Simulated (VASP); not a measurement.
Calculation: LDA (Ceperley-Alder, Perdew-Zunger), VASP's LDA PAW potentials (set 64) (plane waves; VASP).

VASP input:

INCAR:
```
SYSTEM = CoAl
PREC = Accurate
ENCUT = 500
EDIFF = 1E-6
NELM = 100
ALGO = Normal
LREAL = .FALSE.
LASPH = .TRUE.
ISMEAR = 1
SIGMA = 0.1
LMAXMIX = 4
LWAVE = .FALSE.
LCHARG = .FALSE.
IBRION = 2
ISIF = 3
NSW = 40
EDIFFG = -0.02
PSTRESS = 450
```

File POSCAR:
```
CoAl
1.0
  2.6542166110   0.0000000000   0.0000000000
  0.0000000000   2.6542166110   0.0000000000
  0.0000000000   0.0000000000   2.6542166110
Al Co
1 1
direct
  0.5000000000   0.5000000000   0.5000000000
  0.0000000000   0.0000000000   0.0000000000
```

File KPOINTS:
```
Automatic mesh
0
Gamma
14 14 14
0 0 0
```

POTCAR, in this order: Al Co (LDA.64 set). Program: vasp_std.

The resulting files:

### OSZICAR
```
       N       E                     dE             d eps       ncg     rms          rms(c)
DAV:   1     0.381090159784E+02    0.38109E+02   -0.54690E+03  2440   0.133E+03
DAV:   2    -0.137013766422E+02   -0.51810E+02   -0.49175E+02  2420   0.201E+02
DAV:   3    -0.149944436215E+02   -0.12931E+01   -0.12829E+01  2890   0.421E+01
DAV:   4    -0.150149952557E+02   -0.20552E-01   -0.20548E-01  2828   0.470E+00
DAV:   5    -0.150156211139E+02   -0.62586E-03   -0.62583E-03  2766   0.826E-01    0.145E+01
DAV:   6    -0.160530662915E+02   -0.10374E+01   -0.50672E+01  2652   0.118E+02    0.126E+01
DAV:   7    -0.133895496558E+02    0.26635E+01   -0.21285E+01  2646   0.741E+01    0.251E+00
DAV:   8    -0.133414497842E+02    0.48100E-01   -0.18309E-01  2666   0.465E+00    0.113E+00
DAV:   9    -0.133260383824E+02    0.15411E-01   -0.33916E-02  3224   0.254E+00    0.253E-01
DAV:  10    -0.133258199680E+02    0.21841E-03   -0.65284E-04  3272   0.386E-01    0.164E-01
DAV:  11    -0.133257987540E+02    0.21214E-04   -0.26998E-05  2636   0.486E-02    0.141E-02
DAV:  12    -0.133257964651E+02    0.22888E-05   -0.11816E-05  2708   0.566E-02    0.581E-03
DAV:  13    -0.133257964604E+02    0.47102E-08   -0.20498E-07  1302   0.504E-03
   1 F= -.80739621E+01 E0= -.80741265E+01  d E =-.807396E+01
```

### OUTCAR
```
------------------------ aborting loop because EDIFF is reached ----------------------------------------
  FORCE on cell =-STRESS in cart. coord.  units (eV):
  Direction    XX          YY          ZZ          XY          YZ          ZX
  --------------------------------------------------------------------------------------
  Total        5.2475976      5.2475976      5.2475976     -0.0000000     -0.0000000      0.0000000
  in kB      449.6369771    449.6369771    449.6369771     -0.0000000     -0.0000000      0.0000000
  external PRESSURE =      -0.3630229 kB  Pullay stress =     450.0000000 kB
  volume of cell :       18.70
      direct lattice vectors                 reciprocal lattice vectors
     2.654216611  0.000000000  0.000000000     0.376759001  0.000000000  0.000000000
     0.000000000  2.654216611  0.000000000     0.000000000  0.376759001  0.000000000
     0.000000000  0.000000000  2.654216611     0.000000000  0.000000000  0.376759001
 POSITION                                       TOTAL-FORCE (eV/Angst)
 -----------------------------------------------------------------------------------
      1.32711      1.32711      1.32711         0.000000      0.000000      0.000000
      0.00000      0.00000      0.00000         0.000000      0.000000      0.000000
 -----------------------------------------------------------------------------------
    total drift:                               -0.000000      0.000000     -0.000000
  FREE ENERGIE OF THE ION-ELECTRON SYSTEM (eV)
  ---------------------------------------------------
  free  energy   TOTEN  =       -13.3257964604 eV

  energy  without entropy=      -13.3262895325  energy(sigma->0) =      -13.32596082
  enthalpy is  TOTEN    =        -8.0739621054 eV   P V=        5.2518343550

 reached required accuracy - stopping structural energy minimisation
```
(Selected blocks of OUTCAR.)

OUTCAR:
```
 val. band max:       13.4964125280   @ k =   0.5000   0.3571   0.0714

 cond. band min:      13.5395117268   @ k =   0.5000   0.3571   0.2857


 Fermi energy:        13.5148024528

 k-point     1 :       0.0000    0.0000    0.0000
  band No.  band energies     occupation
      1       0.9421      2.00000
      2       9.3599      2.00000
      3       9.3599      2.00000
      4      12.3676      2.00000
      5      12.3676      2.00000
      6      12.3676      2.00000
      7      20.5916      0.00000
      8      20.5916      0.00000
      9      20.5916      0.00000
     10      23.2001      0.00000

 k-point     2 :       0.0714    0.0000    0.0000
  band No.  band energies     occupation
      1       1.0550      2.00000
      2       9.3615      2.00000
      3       9.3959      2.00000
      4      12.2985      2.00000
      5      12.2985      2.00000
      6      12.3755      2.00000
      7      19.5191      0.00000
      8      20.7477      0.00000
      9      20.7477      0.00000
     10      23.1580      0.00000

 k-point     3 :       0.1429    0.0000    0.0000
  band No.  band energies     occupation
      1       1.3909      2.00000
      2       9.3387      2.00000
      3       9.4988      2.00000
      4      12.1134      2.00000
      5      12.1134      2.00000
      6      12.3976      2.00000
      7      17.8073      0.00000
      8      21.1941      0.00000
      9      21.1941      0.00000
     10      23.0349      0.00000

 k-point     4 :       0.2143    0.0000    0.0000
  band No.  band energies     occupation
      1       1.9412      2.00000
      2       9.2050      2.00000
      3       9.6527      2.00000
      4      11.8655      2.00000
      5      11.8655      2.00000
      6      12.4297      2.00000
      7      16.2173      0.00000
      8      21.8786      0.00000
      9      21.8786      0.00000
     10      22.8422      0.00000

 k-point     5 :       0.2857    0.0000    0.0000
...
```

The compound is CoAl in the CsCl type structure. It was relaxed first under an external pressure of 45 GPa. The run is not spin-polarised, so no magnetic state was tried.
